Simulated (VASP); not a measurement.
Method: TPSS meta-GGA, VASP's PBE PAW potentials (set 64) (plane waves; VASP 6.6.1).

VASP input:

### POSCAR
```
NiO
1.0
  4.1839469663   2.0852707671   2.0852707671
  2.0852707671   4.1839469663   2.0852707671
  2.0852707671   2.0852707671   4.1839469663
Ni O
2 2
Cart
  4.1839469663   2.0852707671   2.0852707671
  4.1772442503   4.1772442503   4.1772442503
  2.0886221251   2.0886221251   2.0886221251
  6.2658663754   6.2658663754   6.2658663754
```

**INCAR**
```
SYSTEM = NiO
PREC = Accurate; ENCUT = 520; LREAL = .FALSE.
LASPH = .TRUE.
EDIFF = 1E-6; NELM = 100; ALGO = Normal
LMAXMIX = 4; LMIXTAU = .TRUE.
ISMEAR = 0; SIGMA = 0.05
METAGGA = TPSS
MAGMOM = 1.4 -1.4 2*0.0
ISPIN = 2
IBRION = 2; NSW = 60; ISIF = 3
EDIFFG = -0.02
LWAVE = .FALSE.; LCHARG = .FALSE.; LORBIT = 10
```

KPOINTS:
```
Automatic mesh
0
Gamma
8 8 8
0 0 0
```

POTCAR, in this order: Ni O (PBE.64 set). Program: vasp_std.

Output

OSZICAR:
```
       N       E                     dE             d eps       ncg     rms          rms(c)
DAV:   1     0.275450774711E+03    0.27545E+03   -0.16678E+04  5264   0.225E+03
DAV:   2     0.155680243340E+02   -0.25988E+03   -0.24743E+03  5332   0.473E+02
DAV:   3    -0.165631234179E+02   -0.32131E+02   -0.30195E+02  6172   0.184E+02
DAV:   4    -0.179218474406E+02   -0.13587E+01   -0.13339E+01  5748   0.396E+01
DAV:   5    -0.179564356803E+02   -0.34588E-01   -0.34553E-01  6072   0.628E+00    0.202E+01
DAV:   6    -0.462604649667E+02   -0.28304E+02   -0.15776E+02  5768   0.167E+02    0.188E+01
DAV:   7    -0.445952717412E+02    0.16652E+01   -0.33440E+00  6628   0.300E+01    0.131E+01
DAV:   8    -0.435946787498E+02    0.10006E+01   -0.70916E+00  6112   0.264E+01    0.408E+00
DAV:   9    -0.439950245892E+02   -0.40035E+00   -0.67993E-01  5468   0.141E+01    0.265E+00
DAV:  10    -0.440462145125E+02   -0.51190E-01   -0.68867E-02  7696   0.631E+00    0.146E+00
DAV:  11    -0.440187119065E+02    0.27503E-01   -0.10879E-01  5952   0.287E+00    0.336E-01
DAV:  12    -0.440267951965E+02   -0.80833E-02   -0.19058E-02  6696   0.168E+00    0.233E-01
DAV:  13    -0.440262074892E+02    0.58771E-03   -0.18400E-03  7556   0.491E-01    0.103E-01
DAV:  14    -0.440261442450E+02    0.63244E-04   -0.41460E-04  5604   0.329E-01    0.484E-02
DAV:  15    -0.440261655379E+02   -0.21293E-04   -0.11320E-04  6200   0.112E-01    0.259E-02
DAV:  16    -0.440261800557E+02   -0.14518E-04   -0.31505E-05  7760   0.891E-02    0.145E-02
DAV:  17    -0.440261772095E+02    0.28461E-05   -0.52747E-06  5140   0.275E-02    0.523E-03
DAV:  18    -0.440261768456E+02    0.36394E-06   -0.10036E-06  3176   0.164E-02
   1 F= -.44026177E+02 E0= -.44026177E+02  d E =-.440262E+02  mag=    -0.0000
       N       E                     dE             d eps       ncg     rms          rms(c)
DAV:   1    -0.441960625255E+02   -0.16989E+00   -0.36690E+00  6112   0.287E+01    0.323E+00
DAV:   2    -0.440392796639E+02    0.15678E+00   -0.66259E-01  6464   0.151E+01    0.186E+00
DAV:   3    -0.440328408338E+02    0.64388E-02   -0.41371E-02  7328   0.469E+00    0.113E+00
DAV:   4    -0.440299036829E+02    0.29372E-02   -0.10050E-02  6856   0.177E+00    0.381E-01
DAV:   5    -0.440287327856E+02    0.11709E-02   -0.23921E-03  9144   0.106E+00    0.200E-01
DAV:   6    -0.440284101851E+02    0.32260E-03   -0.12909E-03  6752   0.742E-01    0.652E-02
DAV:   7    -0.440284317309E+02   -0.21546E-04   -0.26426E-04  7688   0.172E-01    0.332E-02
DAV:   8    -0.440284391059E+02   -0.73750E-05   -0.13615E-05  7048   0.829E-02    0.207E-02
DAV:   9    -0.440284399060E+02   -0.80010E-06   -0.17385E-06  3400   0.214E-02
   2 F= -.44028440E+02 E0= -.44028440E+02  d E =-.226306E-02  mag=    -0.0000
       N       E                     dE             d eps       ncg     rms          rms(c)
DAV:   1    -0.440611568190E+02   -0.32718E-01   -0.66017E-01  6160   0.123E+01    0.136E+00
DAV:   2    -0.440337133000E+02    0.27444E-01   -0.11616E-01  6296   0.675E+00    0.823E-01
DAV:   3    -0.440323083821E+02    0.14049E-02   -0.82070E-03  7408   0.216E+00    0.474E-01
DAV:   4    -0.440317373581E+02    0.57102E-03   -0.21390E-03  6848   0.768E-01    0.166E-01
DAV:   5    -0.440314974239E+02    0.23993E-03   -0.44010E-04  9176   0.461E-01    0.906E-02
DAV:   6    -0.440313996812E+02    0.97743E-04   -0.25058E-04  6696   0.313E-01    0.280E-02
DAV:   7    -0.440314020462E+02   -0.23650E-05   -0.46235E-05  7608   0.722E-02    0.142E-02
DAV:   8    -0.440313984366E+02    0.36096E-05   -0.24015E-06  4048   0.333E-02    0.899E-03
DAV:   9    -0.440313979981E+02    0.43844E-06   -0.60763E-07  2744   0.116E-02
   3 F= -.44031398E+02 E0= -.44031398E+02  d E =-.522115E-02  mag=     0.0000
```

OUTCAR:
```
------------------------ aborting loop because EDIFF is reached ----------------------------------------
  FORCE on cell =-STRESS in cart. coord.  units (eV):
  Direction    XX          YY          ZZ          XY          YZ          ZX
  --------------------------------------------------------------------------------------
  Total       -0.0175055     -0.0175055     -0.0175055     -0.0103782     -0.0103782     -0.0103782
  in kB       -0.7736339     -0.7736339     -0.7736339     -0.4586510     -0.4586510     -0.4586510
  external PRESSURE =      -0.7736339 kB  Pullay stress =       0.0000000 kB
  volume of cell :       36.25
      direct lattice vectors                 reciprocal lattice vectors
     4.163030887  2.074628412  2.074628412     0.359324545 -0.119510360 -0.119510360
     2.074628412  4.163030887  2.074628412    -0.119510360  0.359324545 -0.119510360
     2.074628412  2.074628412  4.163030887    -0.119510360 -0.119510360  0.359324545
 POSITION                                       TOTAL-FORCE (eV/Angst)
 -----------------------------------------------------------------------------------
      0.00000      0.00000      0.00000         0.000000      0.000000     -0.000000
      4.15614      4.15614      4.15614        -0.000000     -0.000000     -0.000000
      2.07807      2.07807      2.07807         0.000000     -0.000000      0.000000
      6.23422      6.23422      6.23422        -0.000000      0.000000     -0.000000
 -----------------------------------------------------------------------------------
    total drift:                                0.000000     -0.000000     -0.000000
  FREE ENERGIE OF THE ION-ELECTRON SYSTEM (eV)
  ---------------------------------------------------
  free  energy   TOTEN  =       -44.0313979981 eV

  energy  without entropy=      -44.0313979981  energy(sigma->0) =      -44.03139800

 total charge

# of ion       s       p       d       tot
------------------------------------------
    1        0.327   0.411   8.236   8.973
    2        0.327   0.411   8.236   8.973
    3        1.544   3.415   0.000   4.959
    4        1.544   3.415   0.000   4.959
--------------------------------------------------
tot          3.741   7.651  16.472  27.864

 magnetization (x)

# of ion       s       p       d       tot
------------------------------------------
    1       -0.011  -0.014   1.456   1.430
    2        0.011   0.014  -1.456  -1.430
    3        0.000   0.000   0.000   0.000
    4        0.000   0.000   0.000   0.000
--------------------------------------------------
tot          0.000   0.000   0.000   0.000

 reached required accuracy - stopping structural energy minimisation
```
(Selected blocks of OUTCAR.)

CONTCAR:
```
NiO
   1.00000000000000
     4.1630308867609989    2.0746284119453167    2.0746284119453167
     2.0746284119453167    4.1630308867609989    2.0746284119453167
     2.0746284119453167    2.0746284119453167    4.1630308867609989
  Ni              O
     2     2
Direct
     0.0000000000000000    0.0000000000000000    0.0000000000000000
     0.5000000000000000    0.5000000000000000    0.5000000000000000
     0.2500000000000000    0.2500000000000000    0.2500000000000000
     0.7500000000000000    0.7500000000000000    0.7500000000000000
```

The compound is NiO in the rock salt, AFM-II order structure. This run relaxes it. Symmetry was kept, so distortions that lower it aren't found. The start is the result of an earlier pass.
